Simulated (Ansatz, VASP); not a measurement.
**InP: VASP beside Ansatz**

Wanted: the spread between two codes on one cell, functional and k mesh. The cell is taken from a series of runs on this material, whose earlier steps may have relaxed, scaled, displaced or heated it; both programs get it as it stands.

Main program and level: Ansatz 0.2.0; plane waves, with VASP 6.6.1 beside it; zone-centre phonons at LDA.

### Step 1. Starting point

It takes space group F-43m (No. 216, cubic). The conventional cell has a = 5.827 Å, b = 5.827 Å, c = 5.827 Å, α = 90.00°, β = 90.00°, γ = 90.00°. Nearest to P lie 4 In at 2.52 Å. Nearest to In lie 4 P at 2.52 Å. Farther neighbours are not listed.

### Step 2. VASP: zone-centre phonons, LDA

Second derivatives magnify differences that forces hide, and they need a tight electronic threshold.

Lines of VASP's logs that name or quote its potential files are left out, and so is its time.

Contents of INCAR:

```
SYSTEM = InP
PREC = Accurate
ENCUT = 500
EDIFF = 1E-08
NELM = 120
ISMEAR = -1
SIGMA = 0.03
LREAL = .FALSE.
ALGO = Normal
GGA = PW92
NELECT = 18.009892
NBANDS = 15
LORBIT = 11
LWAVE = .FALSE.
LCHARG = .FALSE.
ISIF = 2
IBRION = 8
LASPH = .TRUE.
GGA_COMPAT = .FALSE.
KPAR = 2
```

Contents of POSCAR:

```
InP
1.0
    0.0000000000      2.9134905970      2.9134905970
    2.9134905970      0.0000000000      2.9134905970
    2.9134905970      2.9134905970      0.0000000000
P In
1 1
Direct
    0.7500000000      0.7500000000      0.7500000000
    0.0000000000      0.0000000000      0.0000000000
```

Contents of KPOINTS:

```
Automatic mesh
0
Gamma
24 24 24
0 0 0
```

Potentials, in the order of the species: P and In_d (LDA family, release 64).

The run is started by

```
$ mpirun -np 2 vasp_std
```

Numbers of over 12 decimals in the logs are rounded to 6 here.

Log:

```text
[banner, memory and clock lines left out]
running    2 mpi-ranks, on    1 nodes
 distrk:  each k-point on    1 cores,    2 groups
 distr:  one band on    1 cores,    1 groups

 POSCAR found type information on POSCAR P In
 POSCAR found :  2 types and       2 ions
|                                                                             |
|               ----> ADVICE to this user running VASP <----                  |
|                                                                             |
|     You enforced a specific xc type in the INCAR file but a different       |
|     [... a line on the potential file left out ...]
|     I HOPE YOU KNOW WHAT YOU ARE DOING!                                     |
|                                                                             |

 LDA part: xc-table for (Slater(with rela. corr.)+PW92), standard interpolation
 POSCAR, INCAR and KPOINTS ok, starting setup
 FFT: planning ... GRIDC
 FFT: planning ... GRID_SOFT
 FFT: planning ... GRID
 WAVECAR not read
 entering main loop
       N       E                     dE             d eps       ncg     rms          rms(c)
DAV:   1     0.110694635068E+03    0.11069E+03   -0.83074E+03 12475   0.131E+03
DAV:   2    -0.232009142948E+01   -0.11301E+03   -0.10857E+03 13482   0.306E+02
DAV:   3    -0.984191610522E+01   -0.75218E+01   -0.74589E+01 16142   0.797E+01
DAV:   4    -0.100433268812E+02   -0.20141E+00   -0.20134E+00 15712   0.141E+01
DAV:   5    -0.100530147378E+02   -0.96879E-02   -0.96876E-02 18949   0.266E+00BRMIX: very serious problems
 the old and the new charge density differ
 old charge density:    18.00000 new   18.00989
BRMIX: very serious problems
 the old and the new charge density differ
 old charge density:    18.00000 new   18.00989
    0.599E+00
DAV:   6    -0.965396373440E+01    0.39905E+00   -0.61857E-01 19862   0.136E+01    0.358E+00
DAV:   7    -0.961084386499E+01    0.43120E-01   -0.15450E-01 17624   0.331E+00    0.120E+00
DAV:   8    -0.960559403058E+01    0.52498E-02   -0.13913E-02 16588   0.144E+00    0.401E-01
DAV:   9    -0.960534947818E+01    0.24455E-03   -0.11131E-03 17092   0.400E-01    0.184E-01
DAV:  10    -0.960538046305E+01   -0.30985E-04   -0.15825E-04 19730   0.157E-01    0.113E-01
DAV:  11    -0.960538378909E+01   -0.33260E-05   -0.30512E-05 19495   0.872E-02    0.668E-02
DAV:  12    -0.960538141398E+01    0.23751E-05   -0.52603E-06 16030   0.210E-02    0.118E-02
DAV:  13    -0.960538139404E+01    0.19938E-07   -0.41440E-07 15673   0.359E-03    0.991E-03
DAV:  14    -0.960538137224E+01    0.21798E-07   -0.34837E-08 16100   0.296E-03    0.294E-03
DAV:  15    -0.960538136245E+01    0.97939E-08   -0.31701E-08 15071   0.170E-03
   1 F= -.96053814E+01 E0= -.96053048E+01  d E =-.153215E-03
 Linear response reoptimize wavefunctions to high precision
DAV:   1    -0.960538136260E+01   -0.15416E-09   -0.16420E-09 14109   0.252E-04
DAV:   2    -0.960538136260E+01   -0.40927E-11   -0.36492E-11  9170   0.563E-05
 Linear response DOF=           2
 Linear response progress:
  Degree of freedom:   1/  2
       N       E                     dE             d eps       ncg     rms          rms(c)
RMM:   1    -0.504759233169E-01   -0.50476E-01    0.33000E-02125240   0.184E+00
RMM:   2    -0.483006873171E-01    0.21752E-02   -0.38318E-04 95697   0.660E-01    0.152E-01
RMM:   3    -0.488850451445E-01   -0.58436E-03   -0.15624E-03109112   0.279E-01    0.586E-02
RMM:   4    -0.491388895398E-01   -0.25384E-03   -0.19285E-04110762   0.105E-01    0.179E-02
RMM:   5    -0.491688021672E-01   -0.29913E-04   -0.19963E-05116612   0.331E-02    0.109E-02
RMM:   6    -0.491593280365E-01    0.94741E-05   -0.42916E-06114350   0.114E-02    0.397E-03
RMM:   7    -0.491593725108E-01   -0.44474E-07   -0.34301E-07114996   0.407E-03    0.177E-03
RMM:   8    -0.491621267572E-01   -0.27542E-05    0.36073E-08116836   0.157E-03    0.429E-04
RMM:   9    -0.491622297828E-01   -0.10303E-06    0.13544E-06127458   0.527E-04    0.229E-04
RMM:  10    -0.491622569090E-01   -0.27126E-07    0.30204E-07119444   0.219E-04    0.647E-05
RMM:  11    -0.491623556670E-01   -0.98758E-07   -0.15213E-08123284   0.935E-05    0.411E-05
RMM:  12    -0.491623555371E-01    0.12994E-09    0.26108E-08122391   0.393E-05    0.400E-05
 first order change of Fermi-energy   0.80314E-04
 force on displaced ion       1 direction 1 :  -8.193   0.000   0.000
 Linear response progress:
  Degree of freedom:   2/  2
       N       E                     dE             d eps       ncg     rms          rms(c)
RMM:   1    -0.234545681059E+00   -0.23455E+00   -0.65231E-02 79360   0.509E+00
RMM:   2    -0.237151712640E+00   -0.26060E-02   -0.15017E-02100209   0.110E+00    0.922E-02
RMM:   3    -0.237138979548E+00    0.12733E-04   -0.17439E-03110255   0.340E-01    0.480E-02
RMM:   4    -0.236960826266E+00    0.17815E-03   -0.17826E-04112256   0.118E-01    0.236E-02
RMM:   5    -0.236930389332E+00    0.30437E-04   -0.23055E-05115772   0.425E-02    0.819E-03
RMM:   6    -0.236938325790E+00   -0.79365E-05   -0.13484E-05117810   0.150E-02    0.234E-03
RMM:   7    -0.236949807775E+00   -0.11482E-04   -0.78595E-06118039   0.458E-03    0.749E-04
RMM:   8    -0.236947033193E+00    0.27746E-05   -0.22399E-06117285   0.195E-03    0.377E-04
RMM:   9    -0.236945467783E+00    0.15654E-05   -0.15495E-06118438   0.904E-04    0.140E-04
RMM:  10    -0.236945926180E+00   -0.45840E-06   -0.42489E-07115597   0.440E-04    0.111E-04
RMM:  11    -0.236945877478E+00    0.48702E-07   -0.15914E-07124623   0.224E-04    0.893E-05
RMM:  12    -0.236945901160E+00   -0.23682E-07   -0.10327E-07123375   0.129E-04    0.928E-05
RMM:  13    -0.236945828423E+00    0.72737E-07   -0.22599E-08114320   0.874E-05    0.444E-05
RMM:  14    -0.236945952634E+00   -0.12421E-06   -0.40439E-09112111   0.678E-05    0.103E-05
RMM:  15    -0.236945957590E+00   -0.49559E-08   -0.37641E-09123071   0.473E-05    0.140E-05
 first order change of Fermi-energy  -0.67462E-05
 force on displaced ion       2 direction 1 :  -8.224  -0.000  -0.000
 Linear response finished
```

OUTCAR, selected parts (step 2):

```text
NELECT = 18.009892

 ion  position               nearest neighbor table
   1  0.750  0.750  0.750-   2 2.52   2 2.52   2 2.52   2 2.52
   2  0.000  0.000  0.000-   1 2.52   1 2.52   1 2.52   1 2.52

  LATTYP: Found a face centered cubic cell.
 ALAT       =     5.8269811940

 Subroutine GETGRP returns: Found 24 space group operations
 (whereof 24 operations were pure point group operations)

The static configuration has the point symmetry T_d .

 Found    413 irreducible k-points:

   k-points           NKPTS =    413   k-points in BZ     NKDIM =    413   number of bands    NBANDS=     15

   dimension x,y,z NGX =    30 NGY =   30 NGZ =   30
   dimension x,y,z NGXF=    60 NGYF=   60 NGZF=   60

   ENCUT  =  500.0 eV  36.75 Ry    6.06 a.u.   7.51  7.51  7.51*2*pi/ulx,y,z

 k-points in reciprocal lattice and weights: Automatic mesh
   0.00000000  0.00000000  0.00000000       0.000
   0.04166667  0.00000000  0.00000000       0.001
   0.08333333  0.00000000  0.00000000       0.001
   0.12500000  0.00000000  0.00000000       0.001
   0.16666667  0.00000000  0.00000000       0.001
   0.20833333  0.00000000  0.00000000       0.001
   0.25000000  0.00000000  0.00000000       0.001
   0.29166667  0.00000000  0.00000000       0.001
   0.33333333  0.00000000  0.00000000       0.001
[...]
-0.29166667  0.50000000  0.20833333       0.001
  -0.25000000  0.50000000  0.25000000       0.000

 average (electrostatic) potential at core
       1 -83.8297       2 -95.0685

  Total        0.1511540      0.1511540      0.1511540      0.0000000      0.0000000      0.0000000
  in kB        4.8962017      4.8962017      4.8962017      0.0000000      0.0000000      0.0000000
  external PRESSURE =       4.8962017 kB  Pullay stress =       0.0000000 kB

  energy-cutoff  :      500.00
  volume of cell :       49.46
      direct lattice vectors                 reciprocal lattice vectors
     0.000000000  2.913490597  2.913490597    -0.171615450  0.171615450  0.171615450
     2.913490597  0.000000000  2.913490597     0.171615450 -0.171615450  0.171615450
     2.913490597  2.913490597  0.000000000     0.171615450  0.171615450 -0.171615450

 POSITION                                       TOTAL-FORCE (eV/Angst)
 -----------------------------------------------------------------------------------
      4.37024      4.37024      4.37024         0.000000      0.000000      0.000000
      0.00000      0.00000      0.00000        -0.000000     -0.000000     -0.000000
 -----------------------------------------------------------------------------------
    total drift:                                0.000000      0.000000      0.000000

 Eigenvectors and eigenvalues of the dynamical matrix
 ----------------------------------------------------

   1 f  =    9.063672 THz    56.948733 2PiTHz  302.331567 cm-1    37.484320 meV
             X         Y         Z           dx          dy          dz
      4.370236  4.370236  4.370236     0.887082   -0.000000    0.000000
      0.000000  0.000000  0.000000    -0.461612    0.000000    0.000000

   2 f  =    9.063672 THz    56.948733 2PiTHz  302.331567 cm-1    37.484320 meV
             X         Y         Z           dx          dy          dz
      4.370236  4.370236  4.370236    -0.000000   -0.887082    0.000000
      0.000000  0.000000  0.000000     0.000000    0.461612    0.000000

   3 f  =    9.063672 THz    56.948733 2PiTHz  302.331567 cm-1    37.484320 meV
             X         Y         Z           dx          dy          dz
      4.370236  4.370236  4.370236     0.000000    0.000000    0.887082
      0.000000  0.000000  0.000000     0.000000    0.000000   -0.461612

   4 f/i=    0.007038 THz     0.044224 2PiTHz    0.234777 cm-1     0.029109 meV
             X         Y         Z           dx          dy          dz
      4.370236  4.370236  4.370236     0.000000    0.000000   -0.461612
      0.000000  0.000000  0.000000     0.000000    0.000000   -0.887082

   5 f/i=    0.007038 THz     0.044224 2PiTHz    0.234777 cm-1     0.029109 meV
             X         Y         Z           dx          dy          dz
      4.370236  4.370236  4.370236     0.292291    0.357284    0.000000
      0.000000  0.000000  0.000000     0.561696    0.686594    0.000000

   6 f/i=    0.007038 THz     0.044224 2PiTHz    0.234777 cm-1     0.029109 meV
             X         Y         Z           dx          dy          dz
      4.370236  4.370236  4.370236     0.357284   -0.292291    0.000000
      0.000000  0.000000  0.000000     0.686594   -0.561696    0.000000

 ELASTIC MODULI CONTR FROM IONIC RELAXATION (kBar)
 Direction    XX          YY          ZZ          XY          YZ          ZX
 --------------------------------------------------------------------------------
 XX          -0.0000      0.0000      0.0000      0.0000     -0.0000      0.0000
 YY           0.0000     -0.0000      0.0000      0.0000      0.0000      0.0000
 ZZ           0.0000      0.0000     -0.0000      0.0000      0.0000      0.0000
 XY           0.0000      0.0000      0.0000   -259.4976      0.0000      0.0000
 YZ          -0.0000      0.0000      0.0000      0.0000   -259.4976      0.0000
 ZX           0.0000      0.0000      0.0000      0.0000      0.0000   -259.4976
 --------------------------------------------------------------------------------
```

### Step 3. Ansatz: zone-centre phonons, LDA

Ansatz runs on its PAW soft_1 files.

The same cell, functional (in two slightly different forms), mesh and smearing now go to Ansatz, which takes its cutoff from its data sets.

Contents of input.yaml:

```yaml
crystal:
  lattice:
    - [0.0, 2.913490597, 2.913490597]
    - [2.913490597, 0.0, 2.913490597]
    - [2.913490597, 2.913490597, 0.0]
  atoms:
    - { symbol: P, position: [0.75, 0.75, 0.75] }
    - { symbol: In, position: [0.0, 0.0, 0.0] }
total_charge: -0.009892
kpoints:
  mp_grid: { grid: [24, 24, 24] }
hamiltonian:
  xc: lda
  pseudopotentials: { kind: paw, azcp: { folder: soft_1 }, xc_functional: pbe }
scf:
  occupations: { method: fermi_dirac, width: 0.03 }
output:
  eigenvalues: true
phonons:
  method: dfpt
```

The run is started by

```
$ ansatz run input.yaml --threads 8 --pin off --max-ram 16384MiB --backend cpu --events-out ev --progress --plain --runs-dir out
```

Log:

```text
zone centre: on kpoints.mp_grid the ground state, and the responses unless they are solved on pairs of k-points, stand on 1063 of the mesh's 13824 k-points, reduced under 8 symmetry operations, with k and −k counted as one. Each operation leaves every solved displacement unchanged or reverses it
Engine: ansatz 0.2.0, aarch64-unknown-linux-gnu
Pseudopotentials: kind: paw
Pseudopotential: P, paw, valence charge 5, recommended cutoff 420 eV (normal), soft_1/P.paw.azcp
Pseudopotential: In, paw, valence charge 13, recommended cutoff 420 eV (normal), soft_1/In.paw.azcp
Functional definition: SPW92
  exchange = slater_x
  correlation = pw_c
Crystal: 2 atoms, lattice volume = 49.462 Å³
Basis set: ecut = 420 eV, 941 PW (Γ), exchange–correlation on 60×60×60 points (8 copies of the dense FFT grid, shifted against one another)
Bands: 14, of which v1, the nominal top of the filled ones, is band 9 counted from 1 (8 counted from 0)
Symmetry: 24 space group operations
k-points: 1063 of 13824 (irreducible under 8 space group operations, time reversal used)
Non-local potential: P, projectors of the file, l = 0: 2, l = 1: 2, l = 2: 1
Non-local potential: In, projectors of the file, l = 0: 2, l = 1: 2, l = 2: 2, l = 3: 1
PAW form: soft (Blöchl's): semilocal exchange-correlation on the pseudo side does not see the compensation charge
PAW frozen core: P, regenerated for the run's functional, and the local potential with it (the file was generated under x = pbe(κ = 0.804, μ = 0.219515), c = pbe(β = 0.066725))
PAW frozen core: In, regenerated for the run's functional, and the local potential with it (the file was generated under x = pbe(κ = 0.804, μ = 0.219515), c = pbe(β = 0.066725))
PAW one-centre angular grid: P, 110 points (default); XC on 64 Gauss nodes
PAW one-centre angular grid: In, 590 points (default); XC on 64 Gauss nodes
Initial density: superposition of atomic densities (chi_scale 0.1, normalization cell, long waves kept (reshape's long-wave potential 0.00 eV rms))
Initial wavefunctions: pseudopotential atomic-orbital guess
Functional: x = slater, c = lda
SCF iter   1: F=—  HF=-6183.787243 eV  |F-HF|=—  |Δ(HF+E_count)|=         —  Δρ=3.30e-2  dr2=8.06e-1  ethr=3.10e-3  ⟨swp⟩=6.4  Hψ=100570  notcnv=0
preconditioner: auto → none  [insulator: Δε(μ)=0.197 eV  Ē_g=15.179 eV  σ=0.030 eV  W_gap=0.73  n_scr=14 (ndim 8)  ℏωp=22.4 eV  f_vac=0.000  D(μ)=0.04/eV (n_scr^D=0)  ε∞_Penn≈3.2]
SCF iter   2: F=—  HF=-6183.546833 eV  |F-HF|=—  |Δ(HF+E_count)|=   2.40e-1  Δρ=1.54e-2  dr2=9.25e-2  ethr=3.10e-3  ⟨swp⟩=3.7  Hψ=39227  notcnv=0  defer=828
SCF iter   3: F=—  HF=-6183.526454 eV  |F-HF|=—  |Δ(HF+E_count)|=   2.04e-2  Δρ=5.92e-3  dr2=1.24e-2  ethr=5.14e-4  ⟨swp⟩=2.5  Hψ=23766  notcnv=0  defer=828
SCF iter   4: F=—  HF=-6183.523966 eV  |F-HF|=—  |Δ(HF+E_count)|=   2.49e-3  Δρ=7.14e-4  dr2=1.20e-4  ethr=6.90e-5  ⟨swp⟩=3.0  Hψ=28010  notcnv=0  defer=828
SCF iter   5: F=—  HF=-6183.523937 eV  |F-HF|=—  |Δ(HF+E_count)|=   2.88e-5  Δρ=1.34e-4  dr2=5.13e-6  ethr=6.64e-7  ⟨swp⟩=2.0  Hψ=23629  notcnv=0  defer=828
SCF iter   6: F=—  HF=-6183.523936 eV  |F-HF|=—  |Δ(HF+E_count)|=   8.39e-7  Δρ=1.66e-5  dr2=1.05e-7  ethr=2.85e-8  ⟨swp⟩=2.9  Hψ=25198  notcnv=0  defer=828
SCF iter   7: F=—  HF=-6183.523935 eV  |F-HF|=—  |Δ(HF+E_count)|=   9.77e-7  Δρ=1.52e-6  dr2=1.89e-9  ethr=5.83e-10  ⟨swp⟩=2.3  Hψ=20023  notcnv=0  defer=828
SCF iter   8: F=-6183.523935 eV  HF=-6183.523935 eV  |F-HF|=6.37e-12  |Δ(HF+E_count)|=  5.70e-10  Δρ=1.10e-7  dr2=7.13e-12  ethr=1.00e-12  ⟨swp⟩=11.1  Hψ=106762  notcnv=0
SCF 1 converged in 8 iterations: F = -6183.523935 eV  dr2 = 7.13e-12
  greatest PAW one-centre occupation: 0.982 electrons in one spin orbital (limit 2), on the In atom at site 1 (counted from 0), in its partial waves of l = 2
DFPT response loops at Γ: preconditioner auto → Kerker (q_TF=auto, 2.305 Å⁻¹) (partly filled bands, converged f_vac=0.007); β = 1.00, the filter's whole step (`scf.mixing.beta` (0.50) is not read by the response loops under this deck's `scf.mixing.preconditioner`; to damp them name `kerker` or `kerker_dos`, under which they read `scf.mixing.beta`, and type it under 1.00, their step now; both keys bind the ground state too); Broyden in place of MSR1
SCF converged after 8 iterations
Free energy (F): -6183.523935 eV
Harris-Foulkes:  -6183.523935 eV  (|F-HF|=6.37e-12)
Internal energy: -6183.523783 eV  (E = F + TS)
E sigma→0 (E₀):  -6183.523859 eV
Entropy (-TS):   -0.000152 eV (-0.076 meV/atom)
Fermi energy:    8.365893 eV
--- Per-component energies (eV) ---
  E_band       = -53.057384
  E_kinetic    = 289.284007
  E_local      = -1325.232640  (includes V_loc(G=0)·N_el)
  E_nonlocal   = 363.998862
  E_hartree    = 529.319387
  E_xc         = -214.258570
  E_vxc        = -151.923934  (∫ρ·V_xc dr)
  E_paw        = -4599.201832  (= ΣΔE_a)
  E_vpaw       = -287.822559  (= ΣTr[D̂ρ^β])
  E_aug_tail   = 0.000084  (compensation charges beyond the density's cutoff)
  E_ewald      = -1227.834968
  E_core_change = 0.401886  (= ΣΔE_core)
  E_smearing   = -0.000152  (= −TS)
  E_closure    = 0.000000  (closes the sum)
  E_deformation_potential = -0.131839  (in the stress; not in F)
  Σ components = -6183.523935   (vs F -6183.523935, Δ=0.00e0)
--- Band table (eV; the first three rows and the last of 1063) ---
  k-point 0: bands = [... 5 lower, -4.6798, 6.9998, 6.9998, 6.9998, 7.5729, 10.9543, 10.9543, 10.9543, ... 1 higher]
  k-point 1: bands = [... 5 lower, -4.6590, 6.6288, 6.9753, 6.9753, 7.8781, 10.9557, 10.9908, 10.9908, ... 1 higher]
  k-point 2: bands = [... 5 lower, -4.5969, 6.0311, 6.9060, 6.9060, 8.2693, 10.9880, 11.0931, 11.0931, ... 1 higher]
  k-point 1062: bands = [... 5 lower, -2.0879, 1.1987, 3.9193, 3.9431, 11.1770, 11.3339, 12.4428, 13.0385, ... 1 higher]
--- Phonons (Γ-DFPT): 2 representative perturbations + reference, on 1063 of 13824 k-points (Σ response iterations 6) ---
  k mesh reduced under 8 symmetry operations, with k and −k counted as one. Each operation leaves every solved displacement unchanged or reverses it
  ASR residual: 7.833e-5 → 0.000e0 eV/Å²; symmetrization residual: 3.229e-6 eV/Å²
  ASR residual per site (eV/Å²): 7.83e-5 2.01e-5
  Γ frequencies (cm⁻¹): 0.00 0.00 0.00 303.08 303.08 303.08
  non-analytic LO–TO correction: not included (Born effective charges unavailable; polar crystals: no LO–TO splitting at Γ)
```

The column dr2 measures how far the density is from self-consistency, as an energy; F and HF (Harris–Foulkes) agree once it is small.

### Step 4. Side by side

Known differences besides the potentials themselves: the cutoff is 420 eV in Ansatz and 500 eV in VASP; VASP's log shows a relativistic correction to its local exchange, Ansatz's none. Total energies have different zeros and are not compared.

Compared:

| quantity | Ansatz | VASP | difference |
| --- | --- | --- | --- |
| optical mode 1 to 3 (cm⁻¹) | 303.1 | 302.3 | +0.25 % |

Modes are paired by rising frequency, not by their patterns, so a pair may set unlike modes beside each other; they are those without the splitting of longitudinal modes. The cell carries a charge of -0.009892 e against a uniform background, so its pressure also hangs on how the neutralising background is counted, and in a defect's cell a gap may be the spacing between its levels.

### Step 5. Summary of results

| Property | Result |
| --- | --- |
| r.m.s. difference of the optical zone-centre modes, each program's sorted by frequency (zone-centre phonons, LDA) | 0.75 cm⁻¹ |

What this shows: The r.m.s. difference of the optical zone-centre modes, each program's sorted by frequency is 0.75 cm⁻¹ (zone-centre phonons, LDA). 2 further runs of this series are not shown here. How closely two codes agree says nothing of how well the functional describes the real material.

[Lines on the potential files, build, host, timing and source positions are cut from VASP's logs without a mark.]

[Logs are printed without paths, hosts, clocks, repeated set-up lines and the standing remarks that a program may print on its own settings, such as how far it seeks lower states.]

[Hosts, paths, dates, database ids (printed as entryN), source tags and the programs' standing remarks are cut or masked in the printed files.]
